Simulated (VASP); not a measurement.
# SnTeS4 (P2/m) in VASP: density of states with PBE

Aim: the density of states of SnTeS4 with PBE.

Program: VASP 6.6.1. These are calculated values, not measurements. Logs are shortened: lines on timing, memory, paths and dates and some standing lists are left out, and cuts for length are marked.

**1. The crystal as given**

Symmetry: P2/m, No. 10, monoclinic system. The conventional cell has a = 6.536 Å, b = 3.765 Å, c = 6.711 Å, α = 90.00°, β = 90.08°, γ = 90.00°. Sn (site symmetry 2/m) has 6 S at 2.60 to 2.61 Å as nearest neighbours. Around Te (site symmetry 2/m) lie 6 S at 2.69 to 2.70 Å. Around S (site symmetry m) lie 2 Sn at 2.61 Å and 1 Te at 2.70 Å. Around S (site symmetry m) lie 1 Sn at 2.60 Å and 2 Te at 2.69 Å.

The cell was built by a generator and needn't be a form met in nature.

**2. Density of states, PBE**

The input, POSCAR:

```
SnTeS4
1.0
    6.5359240000      0.0000000000      0.0000000000
    0.0000000000      3.7649900000      0.0000000000
   -0.0094860000      0.0000000000      6.7112740000
Sn Te S
1 1 4
Direct
    0.0000000000      0.0000000000      0.0000000000
    0.5000000000      0.5000000000      0.0000000000
    0.8440410000      0.5000000000      0.2223290000
    0.1559590000      0.5000000000      0.7776710000
    0.3226410000      0.0000000000      0.2276210000
    0.6773590000      0.0000000000      0.7723790000
```

The input, INCAR.step1:

```
PREC = Accurate
ENCUT = 520
EDIFF = 1E-6
ISMEAR = 0
SIGMA = 0.03
LREAL = False
LASPH = True
NELM = 100
ALGO = Normal
ISIF = 2
LWAVE = False
LCHARG = True
GGA = PE
NBANDS = 31
KPAR = 2
```

The input, KPOINTS.step1:

```
regular mesh
0
Gamma
  4 6 4
```

The input, INCAR.step2:

```
PREC = Accurate
ENCUT = 520
EDIFF = 1E-6
ISMEAR = -5
SIGMA = 0.03
LREAL = False
LASPH = True
NELM = 100
ALGO = Normal
ISIF = 2
LWAVE = False
LCHARG = False
GGA = PE
LORBIT = 11
NBANDS = 31
KPAR = 2
NEDOS = 1001
ICHARG = 11
```

The input, KPOINTS.step2:

```
regular mesh
0
Gamma
  6 9 6
```

Potentials or basis: VASP PAW PBE potentials, release 64 (Sn_d, Te, S).

The run is started by

```console
$ cat potpaw_PBE.64/Sn_d/POTCAR potpaw_PBE.64/Te/POTCAR potpaw_PBE.64/S/POTCAR > POTCAR
$ cp INCAR.step1 INCAR
$ cp KPOINTS.step1 KPOINTS
$ mpirun -np 2 vasp_std > vasp.out
$ cp INCAR.step2 INCAR
$ cp KPOINTS.step2 KPOINTS
$ mpirun -np 2 vasp_std > vasp.out
```

OUTCAR:

```text
PREC = Accurate
   ENCUT = 520
   EDIFF = 1E-6
   ISMEAR = -5
   LREAL = False
   LASPH = True
   NELM = 100
   ISIF = 2
   GGA = PE
   LORBIT = 11
   ICHARG = 11

 ion  position               nearest neighbor table
   1  0.000  0.000  0.000-   5 2.60   6 2.60   3 2.61   4 2.61   3 2.61   4 2.61
   2  0.500  0.500  0.000-   5 2.69   6 2.69   5 2.69   6 2.69   3 2.70   4 2.70
   3  0.844  0.500  0.222-   1 2.61   1 2.61   2 2.70
   4  0.156  0.500  0.778-   1 2.61   1 2.61   2 2.70
   5  0.323  0.000  0.228-   1 2.60   2 2.69   2 2.69
   6  0.677  0.000  0.772-   1 2.60   2 2.69   2 2.69

  LATTYP: Found a simple monoclinic cell.
 ALAT       =     6.5359240000
 B/A-ratio  =     0.5760455599
 C/A-ratio  =     1.0268296730
 COS(beta)  =    -0.0014134411

  Lattice vectors:

 A1 = (   6.5359240000,   0.0000000000,   0.0000000000)
 A2 = (   0.0000000000,   3.7649900000,   0.0000000000)
 A3 = (  -0.0094860000,   0.0000000000,   6.7112740000)

Analysis of symmetry for initial positions (statically):
=====================================================================
 Subroutine PRICEL returns:
 Original cell was already a primitive cell.

 Routine SETGRP: Setting up the symmetry group for a
 simple monoclinic supercell.

 Subroutine GETGRP returns: Found  4 space group operations
 (whereof  4 operations were pure point group operations)
 out of a pool of  4 trial point group operations.

The static configuration has the point symmetry C_2h.

Analysis of symmetry for dynamics (positions and initial velocities):
=====================================================================
 Subroutine PRICEL returns:
 Original cell was already a primitive cell.

 Routine SETGRP: Setting up the symmetry group for a
 simple monoclinic supercell.

 Subroutine GETGRP returns: Found  4 space group operations
 (whereof  4 operations were pure point group operations)
 out of a pool of  4 trial point group operations.

The dynamic configuration has the point symmetry C_2h.

 Subroutine INISYM returns: Found  4 space group operations
 (whereof  4 operations are pure point group operations),
 and found     1 'primitive' translations

----------------------------------------------------------------------------------------

                                     Primitive cell

  volume of cell :     165.1489

  direct lattice vectors                    reciprocal lattice vectors
     6.535924000  0.000000000  0.000000000     0.153000555  0.000000000  0.000216257
     0.000000000  3.764990000  0.000000000     0.000000000  0.265604955  0.000000000
    -0.009486000  0.000000000  6.711274000     0.000000000  0.000000000  0.149003006

  length of vectors
     6.535924000  3.764990000  6.711280704     0.153000708  0.265604955  0.149003006

  position of ions in fractional coordinates (direct lattice)
     0.000000000  0.000000000  0.000000000
     0.500000000  0.500000000  0.000000000
     0.844041000  0.500000000  0.222329000
     0.155959000  0.500000000  0.777671000
     0.322641000  0.000000000  0.227621000
     0.677359000  0.000000000  0.772379000

  ion indices of the primitive-cell ions
   primitive index   ion index
                 1           1
                 2           2
                 3           3
                 4           4
                 5           5
                 6           6

----------------------------------------------------------------------------------------

 KPOINTS: regular mesh

Automatic generation of k-mesh.
 Grid dimensions read from file:
 generate k-points for:    6    9    6

 Generating k-lattice:

  Cartesian coordinates                     Fractional coordinates (reciprocal lattice)
     0.025500093  0.000000000  0.000036043     0.166666667  0.000000000  0.000000000
     0.000000000  0.029511662  0.000000000     0.000000000  0.111111111  0.000000000
     0.000000000  0.000000000  0.024833834     0.000000000  0.000000000  0.166666667

  Length of vectors
     0.025500118  0.029511662  0.024833834

  Shift w.r.t. Gamma in fractional coordinates (k-lattice)
     0.000000000  0.000000000  0.000000000

 TETIRR: Found    972 inequivalent tetrahedra from     1944

 Subroutine IBZKPT returns following result:
 ===========================================

 Found    100 irreducible k-points:

 Following reciprocal coordinates:
            Coordinates               Weight
  0.000000  0.000000  0.000000      1.000000
  0.166667  0.000000 -0.000000      2.000000
  0.333333  0.000000  0.000000      2.000000
  0.500000  0.000000  0.000000      1.000000
  0.000000  0.111111  0.000000      2.000000
  0.166667  0.111111 -0.000000      4.000000
[... 16 lines left out ...]
  0.333333  0.000000  0.166667      2.000000
  0.500000  0.000000  0.166667      2.000000
 [... further k-points ...]
   k-points           NKPTS =    100   k-points in BZ     NKDIM =    100   number of bands    NBANDS=     31
   number of dos      NEDOS =   1001   number of ions     NIONS =      6
   total plane-waves  NPLWV =  70000
   dimension x,y,z NGX =    50 NGY =   28 NGZ =   50
   dimension x,y,z NGXF=   100 NGYF=   56 NGZF=  100
   ions per type =               1   1   4
   NGX,Y,Z   is equivalent  to a cutoff of  12.72, 12.36, 12.39 a.u.
   NGXF,Y,Z  is equivalent  to a cutoff of  25.44, 24.73, 24.77 a.u.
 SYSTEM =  unknown system
   PREC   = accura    normal or accurate (medium, high low for compatibility)
   ISTART =      0    job   : 0-new  1-cont  2-samecut
   ICHARG =     11    charge: 1-file 2-atom 10-const
   ISPIN  =      1    spin polarized calculation?
   LNONCOLLINEAR =      F non collinear calculations
   LSORBIT =      F    spin-orbit coupling
   LASPH  =      T    aspherical Exc in radial PAW
   ENCUT  =  520.0 eV  38.22 Ry    6.18 a.u.  12.15  7.00 12.48*2*pi/ulx,y,z
   NELM   =    100;   NELMIN=  2; NELMDL=  0     # of ELM steps
   EDIFF  = 0.1E-05   stopping-criterion for ELM
   LREAL  =      F    real-space projection
[... 7 lines left out ...]
   TEBEG  =    0.0;   TEEND  =   0.0 temperature during run
   PSTRESS=    0.0 pullay stress
   NELECT =      44.0000    total number of electrons
   NUPDOWN=      -1.0000    fix difference up-down
   EMIN   =  10.00;   EMAX   =-10.00  energy-range for DOS
   EFERMI =   0.00;   METHOD = LEGACY
   ISMEAR =    -5;   SIGMA  =   0.03  broadening in eV -4-tet -1-fermi 0-gaus
   EFERMI_NEDOS =   21; number of points for ismear=-14 and -15
   IALGO  =     38    algorithm
   IMIX   =      4    mixing-type and parameters
     AMIX     =   0.40;   BMIX     =  1.00
     AMIX_MAG =   1.60;   BMIX_MAG =  1.00
  volume/ion in A,a.u.               =      27.52       185.75
  Fermi-wavevector in a.u.,A,eV,Ry     =   1.053417  1.990670 15.098223  1.109688
  Thomas-Fermi vector in A             =   2.188538
   LORBIT       =     11    0 simple, 1 ext, 2 COOP (PROOUT), +10 PAW based schemes
   GGA     = PE    functional components
   LHFCALC =     F    Hartree Fock is set to
   AEXX    =    0.0000 exact exchange contribution
   IVDW    =     0    specifies the selected vdW correction
   LEPSILON=     F    determine dielectric tensor
   LRPA    =     F    only Hartree local field effects (RPA)
 non-spin polarized calculation
 Fermi weights with tetrahedron method with Bloechl corrections
  energy-cutoff  :      520.00
  volume of cell :      165.15
 maximum number of plane-waves:      4474
 NGX is ok and might be reduce to    50

 number of electron      44.0000007 magnetization

 Free energy of the ion-electron system (eV)
  ---------------------------------------------------
  ext. energy  EPLUGINS =         0.00000000
  ---------------------------------------------------
  free energy    TOTEN  =       -24.28100252 eV

  energy without entropy =      -24.28100252  energy(sigma->0) =      -24.28100252

 E-fermi :   3.4814     XC(G=0):  -8.5681

 val. band max:        3.4580383737   @ k =   0.5000   0.1111   0.5000
 cond. band min:       4.3480786885   @ k =   0.5000   0.4444   0.3333
 fundamental gap:      0.8900403147
 Fermi energy:         3.4814445570

 k-point     1 :       0.0000    0.0000    0.0000
  band No.  band energies     occupation
      1     -18.0216      2.00000
      2     -17.9768      2.00000
      3     -17.9523      2.00000
      4     -17.9358      2.00000
      5     -17.9194      2.00000
      6     -11.1674      2.00000
[... 23 lines left out ...]
     30       9.1548      0.00000
     31      10.3233      0.00000

 k-point     2 :       0.1667    0.0000   -0.0000
  band No.  band energies     occupation
      1     -18.0216      2.00000
      2     -17.9768      2.00000
      3     -17.9523      2.00000
      4     -17.9357      2.00000
      5     -17.9194      2.00000
      6     -11.1087      2.00000
[... 23 lines left out ...]
     30       9.1522      0.00000
     31      10.5878      0.00000

 k-point     3 :       0.3333    0.0000    0.0000
  band No.  band energies     occupation
      1     -18.0215      2.00000
      2     -17.9768      2.00000
      3     -17.9523      2.00000
      4     -17.9355      2.00000
      5     -17.9194      2.00000
      6     -10.9587      2.00000
[... 703 lines left out ...]
     30       9.0636      0.00000
     31      10.2602      0.00000

 k-point    24 :       0.5000    0.0000    0.1667
  band No.  band energies     occupation
      1     -18.0215      2.00000
      2     -17.9768      2.00000
      3     -17.9523      2.00000
      4     -17.9354      2.00000
      5     -17.9194      2.00000
      6     -10.8476      2.00000
[... 23 lines left out ...]
     30       9.2446      0.00000
     31      10.0906      0.00000

 [... further k-points ...]

------------------------ aborting loop because EDIFF is reached ----------------------------------------

  FORCE on cell =-STRESS in cart. coord.  units (eV):
  Direction    XX          YY          ZZ          XY          YZ          ZX
  --------------------------------------------------------------------------------------
  -------------------------------------------------------------------------------------
  Total       -0.0422614     -0.1031578      0.0145553      0.0000000      0.0000000      0.0097959
  in kB       -0.4099947     -1.0007755      0.1412071      0.0000000      0.0000000      0.0950339
  external PRESSURE =      -0.4231877 kB  Pullay stress =       0.0000000 kB

 VOLUME and BASIS-vectors are now :
 -----------------------------------------------------------------------------
  energy-cutoff  :      520.00
  volume of cell :      165.15
      direct lattice vectors                 reciprocal lattice vectors
     6.535924000  0.000000000  0.000000000     0.153000555  0.000000000  0.000216257
     0.000000000  3.764990000  0.000000000     0.000000000  0.265604955  0.000000000
    -0.009486000  0.000000000  6.711274000     0.000000000  0.000000000  0.149003006

 POSITION                                       TOTAL-FORCE (eV/Angst)
 -----------------------------------------------------------------------------------
      0.00000      0.00000      0.00000        -0.000000     -0.000000      0.000000
      3.26796      1.88250      0.00000        -0.000000     -0.000000      0.000000
      5.51448      1.88250      1.49211         0.000014      0.000000     -0.002444
      1.01196      1.88250      5.21916        -0.000014     -0.000000      0.002444
      2.10660      0.00000      1.52763         0.002686     -0.000000     -0.006362
      4.41984      0.00000      5.18365        -0.002686     -0.000000      0.006362
 -----------------------------------------------------------------------------------
    total drift:                               -0.000000      0.000000      0.000000

  FREE ENERGIE OF THE ION-ELECTRON SYSTEM (eV)
  ---------------------------------------------------
  free  energy   TOTEN  =       -24.2810025170 eV

  energy  without entropy=      -24.2810025170  energy(sigma->0) =      -24.28100252

 total charge

# of ion       s       p       d       tot
------------------------------------------
    1        1.021   0.992  10.128  12.141
    2        1.537   1.467   0.132   3.136
    3        1.368   2.300   0.000   3.668
    4        1.368   2.300   0.000   3.668
    5        1.373   2.280   0.000   3.653
    6        1.373   2.280   0.000   3.653
--------------------------------------------------
tot          8.041  11.618  10.260  29.918
```

Wall time 2.3 min (2 MPI ranks of Intel Xeon 6975P-C (Granite Rapids), shared host); peak memory 0.56 GiB.

What came out:

* Valence electrons inside the program's atomic spheres: Sn 12.14; Te 3.14; S 3.67, 3.65

States per cell in windows of 1 eV (zero at the valence-band top; states under -8 eV left out):
```csv
from (eV),total,S5_p,S6_p,S3_p,S4_p,Te2_p,Sn1_p
-8.0,0.52,0.01,0.01,0.02,0.02,0.00,0.00
-7.0,1.50,0.04,0.04,0.07,0.07,0.00,0.00
-6.0,1.45,0.11,0.11,0.06,0.06,0.24,0.06
-5.0,3.28,0.21,0.21,0.20,0.20,0.57,0.11
-4.0,3.63,0.26,0.26,0.32,0.32,0.36,0.30
-3.0,3.10,0.28,0.28,0.32,0.32,0.12,0.32
-2.0,8.23,1.03,1.03,1.05,1.05,0.06,0.09
-1.0,2.35,0.31,0.31,0.25,0.25,0.01,0.00
0.0,0.03,0.00,0.00,0.00,0.00,0.00,0.00
1.0,2.39,0.15,0.15,0.21,0.21,0.22,0.02
2.0,4.28,0.38,0.38,0.24,0.24,1.09,0.05
3.0,1.45,0.14,0.14,0.07,0.07,0.35,0.05
4.0,1.53,0.04,0.04,0.05,0.05,0.02,0.36
5.0,5.88,0.16,0.16,0.25,0.25,0.05,1.12
6.0,2.35,0.04,0.04,0.05,0.05,0.01,0.19
7.0,0.13,0.00,0.00,0.00,0.00,0.00,0.00
```

Caveat: this functional lacks dispersion, which binds the layers, so the pressure and a relaxed spacing across them are unreliable.
